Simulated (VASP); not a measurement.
Calculation: PBEsol GGA, VASP's PBE PAW potentials (set 64) (plane waves; VASP).

VASP ran on this input.

INCAR:
```
# general
SYSTEM  = CdSe
PREC    = Accurate
ENCUT   = 500
LREAL   = .False.   # projection in real space or not
LASPH   = .True.   # aspherical one-centre terms

# electronic loop
EDIFF   = 1E-6
NELM    = 100   # most electronic steps
ALGO    = Normal
LMAXMIX = 4

# smearing
ISMEAR  = 0   # Gaussian
SIGMA   = 0.05   # width (eV)

# functional
GGA     = PS

# ions
IBRION  = 2
NSW     = 40   # most ionic steps
ISIF    = 3
EDIFFG  = -0.02   # ionic stop

# output
LWAVE   = .False.
LCHARG  = .False.
```

File KPOINTS:
```
Automatic mesh
0
Gamma
6 6 3
0 0 0
```

POSCAR:
```
CdSe
1
    2.1504413573    -3.7246734530    -0.0000000000
    2.1504413573     3.7246734530    -0.0000000000
    0.0000000000    -0.0000000000     7.0129701333
Cd Se
2 2
Direct
  0.6666670000   0.3333330000   0.4999720194
  0.3333330000   0.6666670000   0.9999720194
  0.6666670000   0.3333330000   0.8760279806
  0.3333330000   0.6666670000   0.3760279806
```

POTCAR, in this order: Cd Se (PBE.64 set). Program: vasp_std.

Output

OSZICAR:
```
       N       E                     dE             d eps       ncg     rms          rms(c)
DAV:   1     0.236553718465E+03    0.23655E+03   -0.16744E+04   616   0.142E+03
DAV:   2    -0.483212987157E+00   -0.23704E+03   -0.23223E+03   700   0.343E+02
DAV:   3    -0.129939819381E+02   -0.12511E+02   -0.12473E+02   712   0.794E+01
DAV:   4    -0.131049008481E+02   -0.11092E+00   -0.11087E+00   682   0.731E+00
DAV:   5    -0.131058654809E+02   -0.96463E-03   -0.96457E-03   754   0.631E-01    0.887E+00
DAV:   6    -0.123845637209E+02    0.72130E+00   -0.17250E+00   762   0.143E+01    0.694E+00
DAV:   7    -0.123485280871E+02    0.36036E-01   -0.56856E-01   682   0.435E+00    0.283E+00
DAV:   8    -0.123440858627E+02    0.44422E-02   -0.71009E-02   694   0.308E+00    0.388E-01
DAV:   9    -0.123434208355E+02    0.66503E-03   -0.10177E-02   694   0.134E+00    0.130E-01
DAV:  10    -0.123434301731E+02   -0.93376E-05   -0.90755E-04   700   0.370E-01    0.670E-02
DAV:  11    -0.123434960966E+02   -0.65923E-04   -0.17941E-04   694   0.994E-02    0.200E-02
DAV:  12    -0.123434837492E+02    0.12347E-04   -0.79065E-05   790   0.969E-02    0.837E-03
DAV:  13    -0.123434856015E+02   -0.18524E-05   -0.93961E-06   676   0.234E-02    0.555E-03
DAV:  14    -0.123434854437E+02    0.15785E-06   -0.82694E-07   494   0.568E-03
   1 F= -.12343485E+02 E0= -.12343485E+02  d E =-.123435E+02
       N       E                     dE             d eps       ncg     rms          rms(c)
DAV:   1    -0.123850512487E+02   -0.41566E-01   -0.90003E-01   652   0.104E+01    0.150E+00
DAV:   2    -0.123490608447E+02    0.35990E-01   -0.99165E-02   628   0.405E+00    0.509E-01
DAV:   3    -0.123453110896E+02    0.37498E-02   -0.10785E-02   664   0.900E-01    0.454E-01
DAV:   4    -0.123446998732E+02    0.61122E-03   -0.88896E-04   634   0.201E-01    0.734E-02
DAV:   5    -0.123446223665E+02    0.77507E-04   -0.35037E-04   730   0.221E-01    0.247E-02
DAV:   6    -0.123446235805E+02   -0.12141E-05   -0.35876E-05   658   0.552E-02    0.766E-03
DAV:   7    -0.123446238586E+02   -0.27805E-06   -0.98682E-07   464   0.722E-03
   2 F= -.12344624E+02 E0= -.12344624E+02  d E =-.113841E-02
       N       E                     dE             d eps       ncg     rms          rms(c)
DAV:   1    -0.123472029466E+02   -0.25794E-02   -0.53969E-02   646   0.252E+00    0.358E-01
DAV:   2    -0.123450079539E+02    0.21950E-02   -0.61448E-03   628   0.101E+00    0.120E-01
DAV:   3    -0.123447880885E+02    0.21987E-03   -0.67183E-04   652   0.221E-01    0.107E-01
DAV:   4    -0.123447625340E+02    0.25555E-04   -0.53223E-05   646   0.541E-02    0.160E-02
DAV:   5    -0.123447594533E+02    0.30807E-05   -0.22207E-05   706   0.563E-02    0.726E-03
DAV:   6    -0.123447600643E+02   -0.61099E-06   -0.21603E-06   398   0.140E-02
   3 F= -.12344760E+02 E0= -.12344760E+02  d E =-.127462E-02
```

File OUTCAR:
```
------------------------ aborting loop because EDIFF is reached ----------------------------------------
  FORCE on cell =-STRESS in cart. coord.  units (eV):
  Direction    XX          YY          ZZ          XY          YZ          ZX
  --------------------------------------------------------------------------------------
  Total       -0.0102416     -0.0102416      0.0011263      0.0000000      0.0000000      0.0000000
  in kB       -0.1448525     -0.1448525      0.0159294      0.0000000      0.0000000      0.0000000
  external PRESSURE =      -0.0912585 kB  Pullay stress =       0.0000000 kB
  volume of cell :      113.28
      direct lattice vectors                 reciprocal lattice vectors
     2.156407799 -3.735007631  0.000000000     0.231867089 -0.133868535  0.000000000
     2.156407799  3.735007631 -0.000000000     0.231867089  0.133868535 -0.000000000
     0.000000000  0.000000000  7.032373109     0.000000000  0.000000000  0.142199509
  FREE ENERGIE OF THE ION-ELECTRON SYSTEM (eV)
  ---------------------------------------------------
  free  energy   TOTEN  =       -12.3447600643 eV

  energy  without entropy=      -12.3447600643  energy(sigma->0) =      -12.34476006

 reached required accuracy - stopping structural energy minimisation
```
(Selected blocks of OUTCAR.)

CONTCAR:
```
CdSe
   1.00000000000000
     2.1564077990368262   -3.7350076312597196    0.0000000000000000
     2.1564077990368262    3.7350076312597196   -0.0000000000000000
     0.0000000000000000    0.0000000000000000    7.0323731094631157
  Cd              Se
     2     2
Direct
     0.6666669999999968    0.3333330000000032    0.5000090894371891
     0.3333330000000032    0.6666669999999968    0.0000090894371891
     0.6666669999999968    0.3333330000000032    0.8759909105628085
     0.3333330000000032    0.6666669999999968    0.3759909105628085
```

The compound is CdSe in the wurtzite structure. This run relaxes it. Symmetry was kept, so distortions that lower it aren't found.
